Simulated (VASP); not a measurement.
# Lattice vibrations of CdGeAs2, part 3 of 5

How does the lattice of CdGeAs2 vibrate? The start is a computed cell from the Materials Project.

VASP 6.6.1; PBEsol; plane waves and PAW (Cd, As, Ge).

So far. Step 2 (Relax the host): The run ended after 5 ionic steps, 0.014 eV below its first step, once forces and stress met EDIFFG = -0.02. Step 3 (Tight relaxation): The run ended after 6 ionic steps, 0.000 eV below its first step, once forces and stress met EDIFFG = -0.002. The relaxed cell has a = 5.951, c = 11.338 Å (conventional setting).

### 4. Born charges and dielectric tensor

In a polar insulator long-range dipole fields split longitudinal from transverse optical modes; these two tensors supply that term.

Input file INCAR:

```
SYSTEM = CdGeAs2
PREC = Accurate
ENCUT = 350
EDIFF = 1E-08
NELM = 120
ISMEAR = 0
SIGMA = 0.05
LREAL = .FALSE.
ALGO = Normal
GGA = PS
NBANDS = 34
LWAVE = .FALSE.
LCHARG = .FALSE.
KPAR = 4
LEPSILON = .TRUE.
```

Input file POSCAR:

```
CdGeAs2
1.0
   -2.9754948759      2.9754948759      5.6690310836
    2.9754948759     -2.9754948759      5.6690310836
    2.9754948759      2.9754948759     -5.6690310836
Cd As Ge
2 4 2
Direct
    0.5000000000      0.5000000000      0.0000000000
    0.2500000000      0.7500000000      0.5000000000
    0.1004108500      0.1250000000      0.4754108500
    0.3750000000      0.8995891500      0.0245891500
    0.6495891500      0.6250000000      0.5245891500
    0.8750000000      0.3504108500      0.9754108500
    0.7500000000      0.2500000000      0.5000000000
    0.0000000000      0.0000000000      0.0000000000
```

Input file KPOINTS:

```
Automatic mesh
0
Gamma
6 6 6
0 0 0
```

PAW data sets: Cd, As and Ge (PBE family, release 64).

Run with:

```console
> mpirun -np 4 vasp_std
```

What it wrote:

```text
[... set-up lines as in an earlier step ...]
 entering main loop
       N       E                     dE             d eps       ncg     rms          rms(c)
DAV:   1     0.222097184778E+03    0.22210E+03   -0.18255E+04  2040   0.973E+02
DAV:   2    -0.203705114580E+02   -0.24247E+03   -0.23605E+03  2348   0.245E+02
DAV:   3    -0.338803096357E+02   -0.13510E+02   -0.13407E+02  2478   0.575E+01
DAV:   4    -0.340247865264E+02   -0.14448E+00   -0.14421E+00  2356   0.560E+00
DAV:   5    -0.340264346467E+02   -0.16481E-02   -0.16475E-02  2482   0.556E-01    0.871E+00
DAV:   6    -0.331566709713E+02    0.86976E+00   -0.18851E+00  2368   0.132E+01    0.676E+00
DAV:   7    -0.330577821529E+02    0.98889E-01   -0.74964E-01  2264   0.403E+00    0.284E+00
DAV:   8    -0.330475673992E+02    0.10215E-01   -0.88565E-02  2308   0.288E+00    0.510E-01
DAV:   9    -0.330464583269E+02    0.11091E-02   -0.12575E-02  2386   0.126E+00    0.104E-01
DAV:  10    -0.330463305312E+02    0.12780E-03   -0.13026E-03  2310   0.329E-01    0.457E-02
DAV:  11    -0.330464115598E+02   -0.81029E-04   -0.55462E-04  2412   0.161E-01    0.317E-02
DAV:  12    -0.330463894192E+02    0.22141E-04   -0.15811E-04  2294   0.118E-01    0.135E-02
DAV:  13    -0.330463929443E+02   -0.35251E-05   -0.10187E-05  2190   0.241E-02    0.593E-03
DAV:  14    -0.330463917487E+02    0.11956E-05   -0.43640E-06  2496   0.209E-02    0.854E-04
DAV:  15    -0.330463917747E+02   -0.26005E-07   -0.83078E-07  2240   0.409E-03    0.937E-04
DAV:  16    -0.330463918732E+02   -0.98535E-07   -0.21348E-08  1702   0.849E-04    0.544E-04
DAV:  17    -0.330463918216E+02    0.51597E-07   -0.18904E-08  1240   0.137E-03    0.269E-04
DAV:  18    -0.330463918269E+02   -0.53255E-08   -0.76971E-09  1148   0.367E-04
   1 F= -.33046392E+02 E0= -.33046385E+02  d E =-.133955E-04
 Linear response reoptimize wavefunctions to high precision
DAV:   1    -0.330463918367E+02   -0.97998E-08   -0.79700E-10  1146   0.195E-04
DAV:   2    -0.330463918366E+02    0.14279E-09   -0.40273E-11  1134   0.365E-05
DAV:   3    -0.330463918366E+02   -0.33197E-10   -0.50968E-12  1126   0.113E-05
 Linear response G [H, r] |phi>, progress :
  Direction:   1
       N       E                     dE             d eps       ncg     rms
RMM:   1    -0.234464764251E+03   -0.23446E+03    0.51774E+02  4705   0.901E+01
RMM:   2    -0.229810441800E+03    0.46543E+01   -0.39119E+01  3348   0.254E+01
RMM:   3    -0.230184337048E+03   -0.37390E+00   -0.11849E+00  3474   0.325E+00
RMM:   4    -0.230196860202E+03   -0.12523E-01   -0.43331E-02  3674   0.516E-01
RMM:   5    -0.230197302903E+03   -0.44270E-03   -0.24849E-03  3682   0.104E-01
RMM:   6    -0.230197316551E+03   -0.13648E-04   -0.36076E-04  3790   0.246E-02
RMM:   7    -0.230197310420E+03    0.61312E-05   -0.57647E-04  3794   0.983E-03
RMM:   8    -0.230197309592E+03    0.82818E-06   -0.78816E-04  3548   0.690E-03
RMM:   9    -0.230197308253E+03    0.13388E-05   -0.10754E-03  3446   0.637E-03
RMM:  10    -0.230197304861E+03    0.33916E-05   -0.10411E-03  3279   0.627E-03
RMM:  11    -0.230197304620E+03    0.24152E-06   -0.62731E-04  3092   0.624E-03
RMM:  12    -0.230197302414E+03    0.22055E-05   -0.11624E-03  3031   0.623E-03
 Linear response G [H, r] |phi>, progress :
  Direction:   2
       N       E                     dE             d eps       ncg     rms
RMM:   1    -0.236190391899E+03   -0.23619E+03    0.51804E+02  4714   0.904E+01
RMM:   2    -0.226108422294E+03    0.10082E+02   -0.40041E+01  3343   0.256E+01
RMM:   3    -0.226513700689E+03   -0.40528E+00   -0.11595E+00  3476   0.328E+00
RMM:   4    -0.226530531066E+03   -0.16830E-01   -0.29903E-02  3647   0.516E-01
RMM:   5    -0.226531921144E+03   -0.13901E-02    0.61457E-04  3668   0.104E-01
RMM:   6    -0.226532169721E+03   -0.24858E-03    0.35575E-04  3781   0.246E-02
RMM:   7    -0.226532216936E+03   -0.47215E-04    0.85923E-05  3779   0.960E-03
RMM:   8    -0.226532227386E+03   -0.10450E-04    0.18311E-04  3545   0.664E-03
RMM:   9    -0.226532232924E+03   -0.55386E-05    0.26101E-04  3444   0.610E-03
RMM:  10    -0.226532231777E+03    0.11473E-05   -0.10852E-04  3274   0.599E-03
RMM:  11    -0.226532234813E+03   -0.30363E-05   -0.76067E-05  3096   0.596E-03
RMM:  12    -0.226532231265E+03    0.35484E-05    0.34422E-04  3038   0.596E-03
 Linear response G [H, r] |phi>, progress :
  Direction:   3
       N       E                     dE             d eps       ncg     rms
RMM:   1    -0.234837794573E+03   -0.23484E+03    0.50393E+02  4617   0.887E+01
RMM:   2    -0.230046338162E+03    0.47915E+01   -0.38892E+01  3339   0.248E+01
RMM:   3    -0.230346433599E+03   -0.30010E+00   -0.12060E+00  3507   0.317E+00
RMM:   4    -0.230355346039E+03   -0.89124E-02   -0.38490E-02  3629   0.497E-01
RMM:   5    -0.230355637272E+03   -0.29123E-03   -0.16260E-03  3645   0.102E-01
RMM:   6    -0.230355705378E+03   -0.68106E-04   -0.11955E-04  3727   0.233E-02
RMM:   7    -0.230355709144E+03   -0.37666E-05   -0.27329E-05  3695   0.869E-03
RMM:   8    -0.230355722394E+03   -0.13249E-04   -0.26503E-04  3385   0.574E-03
RMM:   9    -0.230355707052E+03    0.15341E-04   -0.18199E-04  3266   0.519E-03
RMM:  10    -0.230355712107E+03   -0.50545E-05   -0.82885E-05  3093   0.507E-03
RMM:  11    -0.230355716401E+03   -0.42939E-05   -0.34184E-04  2957   0.505E-03
RMM:  12    -0.230355715047E+03    0.13540E-05   -0.37781E-04  2893   0.505E-03
 Linear response to external field (no local field effect), progress :
  Direction:   1
       N       E                     dE             d eps       ncg     rms          rms(c)
RMM:   1    -0.885262613893E+01   -0.88526E+01   -0.53165E+01  3782   0.567E+00
RMM:   2    -0.992452980162E+01   -0.10719E+01   -0.29904E-01  3341   0.127E+00
RMM:   3    -0.993583054574E+01   -0.11301E-01   -0.13430E-02  3436   0.178E-01
RMM:   4    -0.993642977652E+01   -0.59923E-03   -0.85806E-04  3491   0.340E-02
RMM:   5    -0.993645174659E+01   -0.21970E-04   -0.87928E-05  3562   0.737E-03
RMM:   6    -0.993645215922E+01   -0.41263E-06   -0.18999E-05  3026   0.206E-03
RMM:   7    -0.993645157114E+01    0.58809E-06   -0.61896E-06  2718   0.893E-04
RMM:   8    -0.993645137148E+01    0.19966E-06   -0.37791E-06  2434   0.639E-04
RMM:   9    -0.993645136207E+01    0.94107E-08    0.52278E-06  2326   0.582E-04
RMM:  10    -0.993645131814E+01    0.43932E-07   -0.18335E-05  2299   0.573E-04
RMM:  11    -0.993645124391E+01    0.74228E-07   -0.15880E-05  2280   0.568E-04
RMM:  12    -0.993645127673E+01   -0.32820E-07   -0.10582E-05  2284   0.569E-04
 change of polarisation eV/A/(eV/A) component  1 :    19.873    -1.002    -3.704
 dielectric tensor                  component  1 :    18.912    -0.903    -3.338
 Linear response to external field (no local field effect), progress :
  Direction:   2
       N       E                     dE             d eps       ncg     rms          rms(c)
RMM:   1    -0.805849715219E+01   -0.80585E+01   -0.47115E+01  3759   0.556E+00
RMM:   2    -0.920950499048E+01   -0.11510E+01   -0.27923E-01  3318   0.126E+00
RMM:   3    -0.921999971646E+01   -0.10495E-01   -0.12370E-02  3430   0.174E-01
RMM:   4    -0.922053612353E+01   -0.53641E-03   -0.71129E-04  3479   0.329E-02
RMM:   5    -0.922055033283E+01   -0.14209E-04   -0.75489E-05  3541   0.689E-03
RMM:   6    -0.922055003651E+01    0.29632E-06   -0.13427E-05  3000   0.191E-03
RMM:   7    -0.922054941857E+01    0.61794E-06   -0.21917E-06  2708   0.846E-04
RMM:   8    -0.922054923192E+01    0.18665E-06   -0.18291E-07  2411   0.620E-04
RMM:   9    -0.922054917742E+01    0.54502E-07   -0.83893E-06  2308   0.571E-04
RMM:  10    -0.922054919030E+01   -0.12884E-07   -0.16477E-05  2266   0.562E-04
RMM:  11    -0.922054921276E+01   -0.22456E-07   -0.33993E-06  2249   0.559E-04
RMM:  12    -0.922054924292E+01   -0.30165E-07    0.76203E-06  2246   0.559E-04
 change of polarisation eV/A/(eV/A) component  2 :    -1.006    18.441    -3.556
 dielectric tensor                  component  2 :    -0.906    17.621    -3.206
 Linear response to external field (no local field effect), progress :
  Direction:   3
       N       E                     dE             d eps       ncg     rms          rms(c)
RMM:   1    -0.185642091062E+02   -0.18564E+02   -0.14609E+02  3783   0.565E+00
RMM:   2    -0.219202252949E+02   -0.33560E+01   -0.47075E-01  3318   0.130E+00
RMM:   3    -0.219392307742E+02   -0.19005E-01   -0.17904E-02  3422   0.185E-01
RMM:   4    -0.219401998809E+02   -0.96911E-03   -0.15399E-03  3475   0.372E-02
RMM:   5    -0.219402428588E+02   -0.42978E-04   -0.16089E-04  3490   0.811E-03
RMM:   6    -0.219402430893E+02   -0.23054E-06   -0.32121E-05  2923   0.225E-03
RMM:   7    -0.219402421949E+02    0.89447E-06   -0.10532E-06  2602   0.891E-04
RMM:   8    -0.219402417109E+02    0.48401E-06    0.23698E-06  2295   0.594E-04
RMM:   9    -0.219402415857E+02    0.12512E-06    0.92875E-06  2194   0.523E-04
RMM:  10    -0.219402415358E+02    0.49958E-07    0.39830E-06  2175   0.508E-04
RMM:  11    -0.219402414674E+02    0.68335E-07   -0.13330E-06  2129   0.504E-04
RMM:  12    -0.219402414728E+02   -0.53223E-08    0.83144E-07  2129   0.504E-04
 change of polarisation eV/A/(eV/A) component  3 :    -3.694    -3.563    43.880
 dielectric tensor                  component  3 :    -3.330    -3.212    40.550
 Linear response to external field, progress :
  Direction:   1
       N       E                     dE             d eps       ncg     rms          rms(c)
RMM:   1    -0.845523552723E+01   -0.84552E+01   -0.50137E+01  8526   0.561E+00
RMM:   2    -0.956687332169E+01   -0.11116E+01   -0.28749E-01  7584   0.127E+00    0.382E+00
RMM:   3    -0.924454539877E+01    0.32233E+00   -0.41873E-01  7759   0.197E+00    0.206E+00
RMM:   4    -0.937021017769E+01   -0.12566E+00   -0.21484E-01  7778   0.154E+00    0.586E-01
RMM:   5    -0.948217104930E+01   -0.11196E+00   -0.15606E-02  7903   0.448E-01    0.164E-01
RMM:   6    -0.950576129927E+01   -0.23590E-01   -0.10440E-03  7920   0.117E-01    0.457E-02
RMM:   7    -0.951211235305E+01   -0.63511E-02   -0.60708E-05  8004   0.348E-02    0.173E-02
RMM:   8    -0.951359226393E+01   -0.14799E-02   -0.98408E-06  7975   0.167E-02    0.263E-03
RMM:   9    -0.951387429409E+01   -0.28203E-03    0.32095E-06  8171   0.298E-03    0.102E-03
RMM:  10    -0.951391081701E+01   -0.36523E-04    0.90618E-07  8188   0.150E-03    0.163E-04
RMM:  11    -0.951390545515E+01    0.53619E-05   -0.28946E-07  7902   0.655E-04    0.656E-05
RMM:  12    -0.951390853678E+01   -0.30816E-05   -0.21953E-06  6720   0.522E-04    0.242E-05
RMM:  13    -0.951390757367E+01    0.96311E-06   -0.11515E-06  5921   0.498E-04    0.495E-06
 change of polarisation eV/A/(eV/A) component  1 :    18.122     0.206    -2.717
 dielectric tensor                  component  1 :    17.334     0.186    -2.449
 Linear response to external field, progress :
  Direction:   2
       N       E                     dE             d eps       ncg     rms          rms(c)
RMM:   1    -0.845553451774E+01   -0.84555E+01   -0.50140E+01  8526   0.561E+00
RMM:   2    -0.956700379475E+01   -0.11115E+01   -0.28905E-01  7585   0.127E+00    0.382E+00
RMM:   3    -0.924464597242E+01    0.32236E+00   -0.42033E-01  7760   0.197E+00    0.206E+00
RMM:   4    -0.937038846722E+01   -0.12574E+00   -0.21643E-01  7775   0.154E+00    0.586E-01
RMM:   5    -0.948222478463E+01   -0.11184E+00   -0.16142E-02  7907   0.448E-01    0.164E-01
RMM:   6    -0.950574930997E+01   -0.23525E-01   -0.11608E-03  7918   0.117E-01    0.457E-02
RMM:   7    -0.951208762418E+01   -0.63383E-02   -0.58441E-05  8017   0.348E-02    0.173E-02
RMM:   8    -0.951356893259E+01   -0.14813E-02   -0.86406E-06  7965   0.167E-02    0.263E-03
RMM:   9    -0.951385092530E+01   -0.28199E-03   -0.39611E-06  8177   0.297E-03    0.102E-03
RMM:  10    -0.951388757311E+01   -0.36648E-04   -0.16960E-05  8179   0.150E-03    0.163E-04
RMM:  11    -0.951388210751E+01    0.54656E-05   -0.63356E-06  7885   0.654E-04    0.658E-05
RMM:  12    -0.951388509412E+01   -0.29866E-05   -0.17209E-06  6747   0.522E-04    0.240E-05
RMM:  13    -0.951388413364E+01    0.96048E-06   -0.23715E-06  5899   0.497E-04    0.526E-06
 change of polarisation eV/A/(eV/A) component  2 :    -1.186    18.122    -0.327
 dielectric tensor                  component  2 :    -1.069    17.334    -0.295
 Linear response to external field, progress :
  Direction:   3
       N       E                     dE             d eps       ncg     rms          rms(c)
RMM:   1    -0.185635875732E+02   -0.18564E+02   -0.14609E+02  5807   0.565E+00
RMM:   2    -0.219199684617E+02   -0.33564E+01   -0.46772E-01  5112   0.130E+00    0.345E+00
RMM:   3    -0.215891594154E+02    0.33081E+00   -0.38596E-01  5012   0.198E+00    0.186E+00
RMM:   4    -0.217135671517E+02   -0.12441E+00   -0.36847E-01  5176   0.197E+00    0.411E-01
RMM:   5    -0.217864127887E+02   -0.72846E-01   -0.12804E-02  5275   0.400E-01    0.576E-02
RMM:   6    -0.217894866429E+02   -0.30739E-02   -0.64961E-04  5421   0.752E-02    0.293E-02
RMM:   7    -0.217931192972E+02   -0.36327E-02   -0.84846E-05  5283   0.328E-02    0.783E-03
RMM:   8    -0.217941232230E+02   -0.10039E-02   -0.91338E-06  5253   0.119E-02    0.230E-03
RMM:   9    -0.217940139215E+02    0.10930E-03    0.13086E-05  5415   0.339E-03    0.880E-04
RMM:  10    -0.217940393138E+02   -0.25392E-04   -0.70134E-06  5514   0.124E-03    0.222E-04
RMM:  11    -0.217940515799E+02   -0.12266E-04    0.15379E-06  5435   0.652E-04    0.592E-05
RMM:  12    -0.217940470308E+02    0.45491E-05   -0.96152E-06  4506   0.479E-04    0.118E-05
RMM:  13    -0.217940460060E+02    0.10247E-05   -0.35479E-06  3504   0.426E-04    0.567E-06
 change of polarisation eV/A/(eV/A) component  3 :    -3.320    -0.900    42.803
 dielectric tensor                  component  3 :    -2.992    -0.811    39.579
 Born effective charges drift removed
```

Wall time 5.1 min (4 MPI ranks of Intel Xeon 6975P-C (Granite Rapids), shared host); peak memory 3.2 GiB.

Parts of OUTCAR (step 4):

```text
  LATTYP: Found a body centered tetragonal cell.
 ALAT       =     5.9509897518
 C/A-ratio  =     1.9052397400

 Found     30 irreducible k-points:

   ENCUT  =  350.0 eV  25.72 Ry    5.07 a.u.  10.77 10.77 10.77*2*pi/ulx,y,z

   NELECT =      52.0000    total number of electrons

  Total       -0.0001662     -0.0001662     -0.0014849      0.0000000     -0.0000000      0.0000000
  in kB       -0.0013263     -0.0013263     -0.0118500      0.0000000     -0.0000000      0.0000000
  external PRESSURE =      -0.0048342 kB  Pullay stress =       0.0000000 kB

 POSITION                                       TOTAL-FORCE (eV/Angst)
 -----------------------------------------------------------------------------------
      0.00000      0.00000      5.66903        -0.000000     -0.000000     -0.000000
      2.97549      0.00000      2.83452         0.000000      0.000000      0.000000
      1.48775      1.34142     -1.41726         0.000000      0.001289     -0.000000
      1.63408     -1.48775      7.08629        -0.001289     -0.000000     -0.000000
      1.48775      1.63408      4.25177        -0.000000     -0.001289     -0.000000
      1.34142      4.46324      1.41726         0.001289      0.000000     -0.000000
      0.00000      2.97549      2.83452         0.000000     -0.000000     -0.000000
      0.00000      0.00000      0.00000         0.000000     -0.000000     -0.000000
 -----------------------------------------------------------------------------------
    total drift:                                0.000001      0.000001      0.000002

 MACROSCOPIC STATIC DIELECTRIC TENSOR (including local field effects in DFT)
 ------------------------------------------------------
          17.334131     0.000000     0.000000
           0.000000    17.334131     0.000000
          -0.000000     0.000000    39.579186
 ------------------------------------------------------

 PIEZOELECTRIC TENSOR (including local field effects)  for field in x, y, z        (C/m^2)
          XX          YY          ZZ          XY          YZ          ZX
  --------------------------------------------------------------------------------
  x    -0.00000     0.00000     0.00000     0.00000     0.61552     0.00000
  y    -0.00000     0.00000     0.00000     0.00000     0.00000     0.61552
  z     0.00000     0.00000     0.00000     0.53273     0.00000     0.00000

 BORN EFFECTIVE CHARGES (including local field effects) (in |e|, cummulative output)
 ---------------------------------------------------------------------------------
 ion    1
    1     2.15131    -0.03013     0.00000
    2     0.03013     2.15131     0.00000
    3     0.00000     0.00000     1.60479
 ion    2
    1     2.15131     0.03013     0.00000
    2    -0.03013     2.15131     0.00000
    3     0.00000     0.00000     1.60479
 ion    3
    1    -2.03329     0.00000    -0.00755
    2     0.00000    -1.92790     0.00000
    3    -0.12371     0.00000    -1.94760
 ion    4
    1    -1.92790     0.00000     0.00000
    2     0.00000    -2.03329     0.00755
    3     0.00000     0.12371    -1.94760
 ion    5
    1    -2.03329     0.00000     0.00755
    2     0.00000    -1.92790     0.00000
    3     0.12371     0.00000    -1.94760
 ion    6
    1    -1.92790     0.00000     0.00000
    2     0.00000    -2.03329    -0.00755
    3     0.00000    -0.12371    -1.94760
 ion    7
    1     1.80988    -0.34410     0.00000
    2     0.34410     1.80988    -0.00000
    3     0.00000     0.00000     2.29042
 ion    8
    1     1.80988     0.34410     0.00000
    2    -0.34410     1.80988     0.00000
    3     0.00000     0.00000     2.29042

[... 7 parts as in an earlier step ...]

[... 1 further part left out ...]
```

Energies printed during the response cycles are not total energies of the cell. With a direct gap this small, the dielectric response converges slowly with the mesh, so tensor and charges are uncertain; a mesh that holds the point of the least gap tends to give too large a tensor.

Numbers from this step:

* pressure: -4.83e-4 GPa

Electronic dielectric tensor with local fields:

```
17.33  0.00  0.00
 0.00 17.33  0.00
 0.00  0.00 39.58
```

Born effective charge (e), principal values of the symmetric part by kind of site:

```
atom  atoms with these values    low  middle   high   mean
 Cd1                        2   1.60    2.15   2.15   1.97
 As3                        4  -2.07   -1.93  -1.91  -1.97
 Ge7                        2   1.81    1.81   2.29   1.97
```

In full for Ge7:

```
 1.81 -0.34  0.00
 0.34  1.81  0.00
 0.00  0.00  2.29
```

Piezoelectric tensor with clamped ions (C/m²), by row:

```
field  xx  yy  zz      xy      yz      zx
    x   0   0   0       0  0.6155       0
    y   0   0   0       0       0  0.6155
    z   0   0   0  0.5327       0       0
```

[end of part 3 of 5]

[Lines on the potential files, build, host, timing and source positions are cut from VASP's logs without a mark.]

[Logs are printed without paths, hosts, clocks, repeated set-up lines and the standing remarks that a program may print on its own settings, such as how far it seeks lower states.]

[Hosts, paths, dates, database ids (printed as entryN), source tags and the programs' standing remarks are cut or masked in the printed files.]

[Runs that stopped without an error message from VASP are left out.]
